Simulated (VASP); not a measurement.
Here is the system:

```
CELL_PARAMETERS angstrom
      0.00000     2.12439     2.12439
      2.12439     0.00000     2.12439
      2.12439     2.12439     0.00000
ATOMIC_POSITIONS crystal
  Ti 0.00000 0.00000 0.00000
  N  0.50000 0.50000 0.50000
```

All values below come from PBE GGA, VASP's PBE PAW potentials (set 64) (plane waves; VASP). Numerical set-up: 650 eV cut-off, 13×13×13 Γ-centred mesh, first-order Methfessel-Paxton smearing of 0.10 eV, potentials Ti_sv N.

Finite-difference elastic constants of metals are sensitive to mesh and smearing; shear constants can be off by tens of GPa.

### Question
Give the elastic stiffness tensor with the ions relaxed (GPa, in the frame of the cell).

### Answer

```json
[
 {"": "xx", "xx": "559", "yy": "136", "zz": "136", "yz": "0.0", "xz": "0.0", "xy": "0.0"},
 {"": "yy", "xx": "136", "yy": "559", "zz": "136", "yz": "0.0", "xz": "0.0", "xy": "0.0"},
 {"": "zz", "xx": "136", "yy": "136", "zz": "559", "yz": "0.0", "xz": "0.0", "xy": "0.0"},
 {"": "yz", "xx": "0.0", "yy": "0.0", "zz": "0.0", "yz": "169", "xz": "0.0", "xy": "0.0"},
 {"": "xz", "xx": "0.0", "yy": "0.0", "zz": "0.0", "yz": "0.0", "xz": "169", "xy": "0.0"},
 {"": "xy", "xx": "0.0", "yy": "0.0", "zz": "0.0", "yz": "0.0", "xz": "0.0", "xy": "169"}
]
```

### Question
What does the run give for the Hill bulk modulus, Hill shear modulus, Young's modulus, Poisson's ratio?

### Answer

```yaml
hill_bulk_modulus: 2770 kbar
hill_shear_modulus: 185 GPa
Young's modulus: 453 GPa
Poisson's ratio: 0.227
```

Measured: C11 625 GPa (computed value off by -10.6 %), C12 165 GPa (computed value off by -17.3 %), C44 163 GPa (computed value off by +3.7 %), as given by X. Wang et al., RSC Advances (2016), supplement to c6ra05194d. The calculation is for a static lattice, while the measured C11, C12, C44 hold thermal and zero-point effects, which are part of the difference.

The compound is TiN in the rock salt structure. It was relaxed first. The electron count is odd and the run is not spin-polarised, which forces a metal.
